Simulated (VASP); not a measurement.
Wanted: the native input for a VASP 6.6.1 run.

```
Task                   : single point
Functional             : PBE
Potentials or basis    : VASP PAW PBE potentials, release 64 (Cd, Ge_d)
Cutoff                 : 520 eV
k mesh                 : 4 × 4 × 4
Occupations            : gaussian, width 0.1 eV
Spin                   : no spin polarisation
Dipole correction      : no
Further INCAR settings : ALGO = Normal; EDIFF = 1e-06; NBANDS = 49
```

The structure of CdGe2 lies in POSCAR:

```
CdGe2
1.0
    0.0000000000      4.0584076950      4.0584076950
    4.0584076950      0.0000000000      4.0584076950
    4.0584076950      4.0584076950      0.0000000000
Cd Ge
2 4
Direct
    0.0000000000      0.0000000000      0.0000000000
    0.2500000000      0.2500000000      0.2500000000
    0.6250000000      0.6250000000      0.6250000000
    0.1250000000      0.6250000000      0.6250000000
    0.6250000000      0.6250000000      0.1250000000
    0.6250000000      0.1250000000      0.6250000000
```

The cell was built by a generator and needn't be a form met in nature.

These files were run (other wordings do the same):

INCAR

```
SYSTEM = CdGe2
PREC     = Accurate       ! precision mode
ENCUT    = 520            ! plane-wave cutoff, eV
EDIFF    = 1E-6           ! SCF threshold, eV
ISMEAR   = 0              ! smearing method
SIGMA    = 0.1            ! smearing width, eV
LREAL    = .FALSE.        ! projectors in reciprocal space
LASPH    = .TRUE.         ! aspherical terms in the spheres
NELM     = 100            ! most SCF steps
ALGO     = Normal         ! electronic algorithm
ISIF     = 2              ! what is computed and relaxed
LWAVE    = .FALSE.        ! write WAVECAR
LCHARG   = .FALSE.        ! write CHGCAR
GGA      = PE             ! functional
NBANDS   = 49             ! bands
```

KPOINTS

```
Automatic mesh
0
G
  4 4 4
  0 0 0
```

Potentials or basis: VASP PAW PBE potentials, release 64 (Cd, Ge_d).

Command:

```sh
$ cat potpaw_PBE.64/Cd/POTCAR potpaw_PBE.64/Ge_d/POTCAR > POTCAR
$ mpirun -np 1 vasp_std > vasp.out
```

It gave:

```yaml
Pressure: -0.1 GPa
Band_gap_on_the_k_mesh: none (metal or under the smearing width)
```

Run time: 73 s on 1 thread of Intel(R) Xeon(R) Platinum 8375C CPU @ 2.90GHz (Ice Lake), with other jobs on the host, peak memory 0.32 GiB.
